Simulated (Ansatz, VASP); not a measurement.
# NbZn2 (Zn-Nb-Zn stack, (100) layers): VASP beside Ansatz, part 2 of 2

Wanted: the spread between two codes on one cell, functional and k mesh. Of the first pair: The structure shown is the start of the Ansatz relaxation below; VASP solves that cell, so the two are compared at the walk's first step.

VASP 6.6.1 and Ansatz 0.2.0.

So far. Step 4 (Comparison): The forces differ by 1.0 meV/Å r.m.s., which is 0.2 % of the r.m.s. force of 0.601 eV/Å (both taken over all components). Where the cell holds vacuum, a pressure given here is an average over it and none of the material. Step 5 (Ansatz: relaxation, PBEsol): This is the run of step 2 again, met here at its other cell.

### 6. VASP: single point, PBEsol, relaxed cell, pair 2

Level of this step: PBEsol; plane waves and PAW (Zn, Nb_sv) (VASP).

The same cell, functional, mesh and smearing now go to VASP, with its own data sets.

INCAR reads:

```
SYSTEM = NbZn2
PREC = Accurate
ENCUT = 400
EDIFF = 1E-06
NELM = 120
ISMEAR = 0
SIGMA = 0.1
LREAL = .FALSE.
ALGO = Normal
GGA = PS
NBANDS = 24
LASPH = .TRUE.
LORBIT = 11
LWAVE = .FALSE.
LCHARG = .FALSE.
ISIF = 2
LDIPOL = .TRUE.
IDIPOL = 3
DIPOL = 0.5 0.5 0.236
LVHAR = .TRUE.
GGA_COMPAT = .FALSE.
NELMDL = -8
KPAR = 2
```

POSCAR reads:

```
NbZn2
1.0
    2.8135322801      0.0000000000      0.0000000000
    0.0000000000      2.8135322801      0.0000000000
    0.0000000000      0.0000000000     32.1154791709
Zn Nb
2 1
Direct
    0.0000000000      0.0000000000      0.1774590159
    0.0000000000      0.0000000000      0.2945171275
    0.5000000000      0.5000000000      0.2359880717
```

KPOINTS reads:

```
Automatic mesh
0
Gamma
6 6 1
0 0 0
```

PAW data sets: Zn and Nb_sv (PBE family, release 64).

Started as:

```
$ mpirun -np 2 vasp_std
```

Numbers of over 12 decimals in the logs are rounded to 6 here.

Log:

```text
[banner, memory and clock lines left out]
running    2 mpi-ranks, on    1 nodes
[...]
[... a notice as in an earlier step ...]

 LDA part: xc-table for (Slater+PW92), standard interpolation
 POSCAR, INCAR and KPOINTS ok, starting setup
[...]
entering main loop
       N       E                     dE             d eps       ncg     rms          rms(c)
DAV:   1     0.244530554493E+03    0.24453E+03   -0.15595E+04   576   0.110E+03
DAV:   2     0.876307852526E+01   -0.23577E+03   -0.23325E+03   576   0.326E+02
DAV:   3    -0.134875145776E+02   -0.22251E+02   -0.21317E+02   768   0.988E+01
DAV:   4    -0.147192559376E+02   -0.12317E+01   -0.12225E+01   712   0.173E+01
[...]
DAV:  23    -0.130921256484E+02   -0.60788E-05   -0.17501E-07   360   0.111E-03    0.173E-04
DAV:  24    -0.130921267124E+02   -0.10639E-05   -0.28886E-08   368   0.674E-04    0.828E-05
DAV:  25    -0.130921271763E+02   -0.46392E-06   -0.97618E-09   328   0.391E-04
   1 F= -.13092127E+02 E0= -.13087669E+02  d E =-.891571E-02
```

OUTCAR, selected parts (step 6):

```text
  Total       -0.1764553     -0.1764553     -0.1802762      0.0000000      0.0000000     -0.0000000
  in kB       -1.1120572     -1.1120572     -1.1361375      0.0000000      0.0000000     -0.0000000
  external PRESSURE =      -1.1200840 kB  Pullay stress =       0.0000000 kB

 POSITION                                       TOTAL-FORCE (eV/Angst)
 -----------------------------------------------------------------------------------
      0.00000      0.00000      5.69918        -0.000000      0.000000     -0.010354
      0.00000      0.00000      9.45856         0.000000      0.000000      0.010354
      1.40677      1.40677      7.57887         0.000000     -0.000000      0.000000
 -----------------------------------------------------------------------------------
    total drift:                                0.000000      0.000000      0.001547

  FREE ENERGIE OF THE ION-ELECTRON SYSTEM (eV)
  ---------------------------------------------------
  free  energy   TOTEN  =       -13.0921271763 eV

  energy  without entropy=      -13.0832114655  energy(sigma->0) =      -13.08766932

[... 1 part as in an earlier step ...]

[... 2 further parts left out ...]
[key lines of the parts left out:]
E-fermi :  -1.8627
```

The run ends at a pressure of -0.11 GPa, with forces up to 0.010 eV/Å.

### 7. Differences

The largest component of a force difference here is 10 meV/Å. Where the cell holds vacuum, a pressure given here is an average over it and none of the material.

### 8. Ansatz: relaxation, PBEsol

The two programs are compared at the cell with which this relaxation starts, whose forces are those of its first step.

The structure compared here is the start of the Ansatz relaxation; VASP solves that cell, so the two are compared at the walk's first step.

input.yaml reads:

```yaml
crystal:
  lattice:
    - [2.8135322801, 0.0, 0.0]
    - [0.0, 2.8135322801, 0.0]
    - [0.0, 0.0, 32.1154791709]
  atoms:
    - { symbol: Zn, position: [0.0, 0.0, 0.1774590159] }
    - { symbol: Nb, position: [0.5, 0.5, 0.2359880717] }
    - { symbol: Zn, position: [0.0, 0.0, 0.2945171275] }
  periodic: [true, true, false]
kpoints:
  mp_grid: { grid: [10, 10, 1] }
hamiltonian:
  xc: pbesol
scf:
  occupations: { method: gaussian, width: 0.1 }
output:
  forces: true
  stress: true
  eigenvalues: true
  write_density: true
  write_potential: true
  elf: true
  volumetric_format: npy
relax:
  adjacent_minimum: "off"
  f_tol: 0.005
  max_steps: 80
  cell: { stress_2d_tol: 0.02 }
```

Started as:

```
$ ansatz run input.yaml --threads 4 --pin off --max-ram 8192MiB --backend cpu --events-out ev --progress --plain --runs-dir out
```

Log:

```text
[...]
Crystal: 3 atoms, lattice volume = 254.225 Å³
Basis set: ecut = 420 eV, 5031 PW (Γ), exchange–correlation on 40×40×432 points (8 copies of the dense FFT grid, shifted against one another)
Bands: 23, of which v1, the nominal top of the filled ones, is band 19 counted from 1 (18 counted from 0)
Symmetry: 16 space group operations
[...]
k-points: 21 of 100
[...]
° read free of the cell's end (the report's vacuum.weakly_bound_levels)
--- Relaxed structure (4 steps of the walk, 4 accepted, 1 SCFs on fresh bases) ---
[...]
cell:  # Å, volume = 248.3676 Å³
    - [2.780931, 0, 0.0]
    - [0, 2.780931, 0.0]
    - [0.0, 0.0, 32.1154791709]
  atoms:
    - { symbol: Zn, position: [0, 0, 0.176202] }
    - { symbol: Nb, position: [0.5, 0.5, 0.235988] }
    - { symbol: Zn, position: [0, 0, 0.295774] }
[key lines of the parts left out:]
SCF converged after 8 iterations
Free energy (F): -11056.252193 eV
Fermi energy:    -3.828916 eV
P = ½ c Tr σ = -0.0198 N/m
```

### 9. VASP: single point, PBEsol, start cell, pair 3

The same cell, functional, mesh and smearing now go to VASP, with its own data sets.

INCAR is that of step 6.

POSCAR reads:

```
NbZn2
1.0
    2.8135320000      0.0000000000      0.0000000000
    0.0000000000      2.8135320000      0.0000000000
    0.0000000000      0.0000000000     32.1154790000
Zn Nb
2 1
Direct
    0.0000000000      0.0000000000      0.1774590066
    0.0000000000      0.0000000000      0.2945171392
    0.5000000000      0.5000000000      0.2359880729
```

KPOINTS reads:

```
Automatic mesh
0
Gamma
10 10 1
0 0 0
```

Started as:

```
$ mpirun -np 2 vasp_std
```

Log:

```text
[... set-up lines as in an earlier step ...]
 entering main loop
       N       E                     dE             d eps       ncg     rms          rms(c)
DAV:   1     0.238514431892E+03    0.23851E+03   -0.15571E+04  1200   0.109E+03
DAV:   2     0.731141985104E+01   -0.23120E+03   -0.22781E+03  1192   0.326E+02
DAV:   3    -0.138231873128E+02   -0.21135E+02   -0.20360E+02  1728   0.953E+01
DAV:   4    -0.146842745032E+02   -0.86109E+00   -0.85641E+00  1416   0.154E+01
[...]
DAV:  22    -0.131022404100E+02   -0.49879E-05   -0.10687E-07   864   0.151E-03    0.289E-04
DAV:  23    -0.131022474105E+02   -0.70005E-05   -0.18011E-07   776   0.973E-04    0.130E-04
DAV:  24    -0.131022481216E+02   -0.71113E-06   -0.16343E-08   776   0.478E-04
   1 F= -.13102248E+02 E0= -.13098776E+02  d E =-.694460E-02
```

Parts of OUTCAR (step 9):

```text
  Total       -0.5909364     -0.5909364      0.1135339      0.0000000      0.0000000      0.0000000
  in kB       -3.7242015     -3.7242015      0.7155138      0.0000000      0.0000000      0.0000000
  external PRESSURE =      -2.2442964 kB  Pullay stress =       0.0000000 kB

 POSITION                                       TOTAL-FORCE (eV/Angst)
 -----------------------------------------------------------------------------------
      0.00000      0.00000      5.69918         0.000000      0.000000     -0.088049
      0.00000      0.00000      9.45856        -0.000000     -0.000000      0.088049
      1.40677      1.40677      7.57887         0.000000      0.000000      0.000000
 -----------------------------------------------------------------------------------
    total drift:                                0.000000      0.000000      0.001530

  FREE ENERGIE OF THE ION-ELECTRON SYSTEM (eV)
  ---------------------------------------------------
  free  energy   TOTEN  =       -13.1022481216 eV

  energy  without entropy=      -13.0953035230  energy(sigma->0) =      -13.09877582

[... 3 further parts left out ...]
[key lines of the parts left out:]
E-fermi :  -1.9792
```

The run ends at a pressure of -0.22 GPa, with forces up to 0.088 eV/Å.

### 10. Side by side

Forces (eV/Å; atoms numbered as in POSCAR):

| atom | Ansatz x, y, z | VASP x, y, z |
| --- | --- | --- |
| Zn1 | 0.000, 0.000, -0.077 | 0.000, 0.000, -0.088 |
| Zn2 | 0.000, 0.000, 0.077 | 0.000, 0.000, 0.088 |
| Nb3 | 0.000, 0.000, 0.000 | 0.000, 0.000, 0.000 |

The forces differ by 5.4 meV/Å r.m.s., which is 12.9 % of the r.m.s. force of 0.042 eV/Å (both taken over all components). Where the cell holds vacuum, a pressure given here is an average over it and none of the material.

### 11. Summary of results

- r.m.s. force difference (single point, PBEsol, start cell, pair 1): 0.16 % of the r.m.s. force
- r.m.s. force difference (single point, PBEsol, relaxed cell, pair 2): 4.9 meV/Å
- r.m.s. force difference (single point, PBEsol, start cell, pair 3): 5.4 meV/Å

The r.m.s. force difference is 5.4 meV/Å (single point, PBEsol, start cell, pair 3), within the 12 meV/Å picked in this series as the mark of a large difference. 3 further pairs of this series are not shown here. How closely two codes agree says nothing of how well the functional describes the real material.

[Lines on the potential files, build, host, timing and source positions are cut from VASP's logs without a mark.]

[Logs are printed without paths, hosts, clocks, repeated set-up lines and the standing remarks that a program may print on its own settings, such as how far it seeks lower states.]

[Hosts, paths, dates, database ids (printed as entryN), source tags and the programs' standing remarks are cut or masked in the printed files.]
